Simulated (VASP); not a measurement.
Set up this calculation in VASP 6.6.1, as the native input.

- Task: relaxation of cell and atoms
- Functional: LDA
- Potentials or basis: VASP PAW LDA potentials, release 64 (Sc_sv, F)
- Cutoff: 520 eV
- k mesh: 8 × 8 × 8
- Occupations: gaussian, width 1 eV
- Spin: no spin polarisation
- Further INCAR settings: ALGO = Normal; EDIFF = 1e-07; IBRION = 2; EDIFFG = -0.002; NSW = 80; ISIF = 3

The structure of ScF3 lies in POSCAR:

```
ScF3                                    
1.0
    3.9826101120      0.0000000000      0.0000000000
    0.0000000000      3.9826101120      0.0000000000
    0.0000000000      0.0000000000      3.9826101120
  Sc              F             
     1     3
Direct
     0.0000000000000000    0.0000000000000000    0.0000000000000000
     0.5000000000000000    0.0000000000000000    0.0000000000000000
     0.0000000000000000    0.5000000000000000    0.0000000000000000
     0.0000000000000000    0.0000000000000000    0.5000000000000000
```

The input as run:

INCAR

```
SYSTEM = ScF3
  ALGO = Normal
  EDIFF = 1E-7
  EDIFFG = -0.002
  ENCUT = 520
  GGA = CA
  IBRION = 2
  ISIF = 3
  ISMEAR = 0
  LASPH = .True.
  LCHARG = .False.
  LREAL = .False.
  LWAVE = .False.
  NELM = 60
  NSW = 80
  PREC = Accurate
  SIGMA = 1.0
```

KPOINTS

```
k-points
0
Gamma
  8 8 8
  0 0 0
```

Potentials or basis: VASP PAW LDA potentials, release 64 (Sc_sv, F).

Run with:

```sh
$ cat potpaw_LDA.64/Sc_sv/POTCAR potpaw_LDA.64/F/POTCAR > POTCAR
$ mpirun -np 1 vasp_std > vasp.out
```

Results of the run:

```
Relaxed volume                         : 15.79 Å³/atom
Relaxed cell                           : a = 3.982 Å, b = 3.982 Å, c = 3.982 Å, α = 90.00°, β = 90.00°, γ = 90.00°
Space group after relaxing (to 0.05 Å) : Pm-3m (No. 221)
Energy gained by relaxing              : 0.0 meV/atom
Ionic steps                            : 3
Pressure after relaxing                : 0.0 GPa
Band gap on the k mesh                 : 6.30 eV, indirect (least direct gap 6.83 eV)
```

It took 50 s on 1 thread of AMD EPYC 7R13 Processor (Zen 3) (shared host), peak memory 0.14 GiB.
